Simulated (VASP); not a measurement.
All values below come from revPBE GGA, VASP's PBE PAW potentials (set 64) (plane waves; VASP).

The input files of a VASP run:

**INCAR**
```
ALGO=Normal
EDIFF=1E-6
ENCUT=400
GGA=RE
ISIF=2
ISMEAR=1
LASPH=.TRUE.
LCHARG=.FALSE.
LMAXMIX=4
LREAL=.FALSE.
LWAVE=.FALSE.
NELM=100
PREC=Accurate
SIGMA=0.1
SYSTEM=Ru
```

POSCAR:
```
Ru
1
    1.3423030000    -2.2792460000     0.0000000000
    1.3423030000     2.2792460000     0.0000000000
    0.0000000000     0.0000000000     4.3873910000
Ru
2
Direct
  0.3333330000   0.6666670000   0.2500000000
  0.6910190000   0.3576850000   0.7500000000
```

KPOINTS:
```
K-points
0
gamma
  14 14 8
0 0 0
```

POTCAR, in this order: Ru_pv (PBE.64 set). Program: vasp_std.

The run wrote:

OUTCAR:
```
 ion  position               nearest neighbor table
   1  0.333  0.667  0.250-   2 2.65   2 2.65   2 2.67   2 2.67   2 2.71   2 2.71
   2  0.691  0.358  0.750-   1 2.65   1 2.65   1 2.67   1 2.67   1 2.71   1 2.71
  LATTYP: Found a base centered orthorhombic cell.
 ALAT       =     2.6846060000
 B/A-ratio  =     1.6980115518
 C/A-ratio  =     1.6342774321
 Subroutine PRICEL returns:
 Original cell was already a primitive cell.
 Subroutine GETGRP returns: Found  4 space group operations
The static configuration has the point symmetry C_1 .
 The point group associated with its full space group is C_2h.
The dynamic configuration has the point symmetry C_1 .
 Subroutine INISYM returns: Found  4 space group operations
 Subroutine IBZKPT returns following result:
 Found    500 irreducible k-points:

 Following reciprocal coordinates:
            Coordinates               Weight
  0.000000  0.000000  0.000000      1.000000
  0.071429 -0.000000  0.000000      2.000000
 -0.000000  0.071429  0.000000      2.000000
  0.142857  0.000000  0.000000      2.000000
  0.000000  0.142857  0.000000      2.000000
  0.214286 -0.000000  0.000000      2.000000
...
```

**OSZICAR**
```
       N       E                     dE             d eps       ncg     rms          rms(c)
DAV:   1     0.245668309048E+03    0.24567E+03   -0.15901E+04 18200   0.144E+03
DAV:   2    -0.130305117918E+02   -0.25870E+03   -0.25340E+03 19218   0.446E+02
DAV:   3    -0.185124373432E+02   -0.54819E+01   -0.53388E+01 18858   0.701E+01
DAV:   4    -0.185684733846E+02   -0.56036E-01   -0.55948E-01 22388   0.635E+00
DAV:   5    -0.185693738005E+02   -0.90042E-03   -0.90037E-03 19594   0.686E-01    0.178E+01
DAV:   6    -0.174237814038E+02    0.11456E+01   -0.30008E+00 18194   0.183E+01    0.508E+00
DAV:   7    -0.173391275180E+02    0.84654E-01   -0.27396E-01 18462   0.506E+00    0.120E+00
DAV:   8    -0.173316543410E+02    0.74732E-02   -0.79173E-03 18832   0.103E+00    0.828E-02
DAV:   9    -0.173317702154E+02   -0.11587E-03   -0.38070E-04 24938   0.186E-01    0.598E-02
DAV:  10    -0.173317722020E+02   -0.19866E-05   -0.25413E-05 19006   0.555E-02    0.270E-02
DAV:  11    -0.173317808823E+02   -0.86803E-05   -0.40737E-06 18720   0.235E-02    0.224E-03
DAV:  12    -0.173317806110E+02    0.27139E-06   -0.66758E-08  9220   0.256E-03
   1 F= -.17331781E+02 E0= -.17331259E+02  d E =-.156539E-02
```

File OUTCAR:
```
------------------------ aborting loop because EDIFF is reached ----------------------------------------
  FORCE on cell =-STRESS in cart. coord.  units (eV):
  Direction    XX          YY          ZZ          XY          YZ          ZX
  --------------------------------------------------------------------------------------
  Total        2.3597340      3.7650485     -0.5556622     -0.2741662      0.0000000      0.0000000
  in kB      140.8301179    224.6999924    -33.1622015    -16.3623773      0.0000000      0.0000000
  external PRESSURE =     110.7893029 kB  Pullay stress =       0.0000000 kB
  volume of cell :       26.85
      direct lattice vectors                 reciprocal lattice vectors
     1.342303000 -2.279246000  0.000000000     0.372494139 -0.219370792  0.000000000
     1.342303000  2.279246000  0.000000000     0.372494139  0.219370792  0.000000000
     0.000000000  0.000000000  4.387391000     0.000000000  0.000000000  0.227925890
 POSITION                                       TOTAL-FORCE (eV/Angst)
 -----------------------------------------------------------------------------------
      1.34230      0.75975      1.09685         0.368563      0.081600      0.000000
      1.40768     -0.75975      3.29054        -0.368563     -0.081600      0.000000
 -----------------------------------------------------------------------------------
    total drift:                               -0.000040     -0.000000     -0.000000
  FREE ENERGIE OF THE ION-ELECTRON SYSTEM (eV)
  ---------------------------------------------------
  free  energy   TOTEN  =       -17.3317806110 eV

  energy  without entropy=      -17.3302152178  energy(sigma->0) =      -17.33125881
```
(Selected blocks of OUTCAR.)

**OUTCAR**
```
 val. band max:       13.0810642776   @ k =   0.2143   0.5000  -0.1250

 cond. band min:      13.0825960924   @ k =   0.0714  -0.2857  -0.2500


 Fermi energy:        13.0823830918

 k-point     1 :       0.0000    0.0000    0.0000
  band No.  band energies     occupation
      1     -30.5298      2.00000
      2     -29.5824      2.00000
      3     -29.5381      2.00000
      4     -29.4459      2.00000
      5     -29.4346      2.00000
      6     -29.4091      2.00000
      7       5.0651      2.00000
      8       6.8526      2.00000
      9      10.2099      2.00000
     10      10.3177      2.00000
     11      10.7062      2.00000
     12      10.9416      2.00000
     13      11.2920      2.00000
     14      11.8413      2.00000
     15      12.2163      2.00000
     16      13.9425     -0.00000
     17      14.1045     -0.00000
     18      14.5171     -0.00000

 k-point     2 :       0.0714   -0.0000    0.0000
  band No.  band energies     occupation
      1     -30.5111      2.00000
      2     -29.6256      2.00000
      3     -29.5522      2.00000
      4     -29.4712      2.00000
      5     -29.4524      2.00000
      6     -29.4237      2.00000
      7       5.2610      2.00000
      8       7.0149      2.00000
      9       9.9479      2.00000
     10      10.5241      2.00000
     11      10.8395      2.00000
     12      10.9645      2.00000
     13      11.3671      2.00000
     14      11.6371      2.00000
     15      12.0833      2.00000
     16      12.7703      2.00009
     17      14.2370     -0.00000
     18      15.8765      0.00000

 k-point     3 :      -0.0000    0.0714    0.0000
  band No.  band energies     occupation
      1     -30.5126      2.00000
      2     -29.6062      2.00000
      3     -29.5716      2.00000
      4     -29.4762      2.00000
      5     -29.4508      2.00000
      6     -29.4185      2.00000
      7       5.2600      2.00000
      8       7.0045      2.00000
      9       9.9912      2.00000
...
```

The compound is Ru in the hcp structure. The cell was not relaxed at this level, atoms are displaced from their ideal sites. The run is one of a series of settings (GGA = RE against the base run), some of them coarse on purpose.
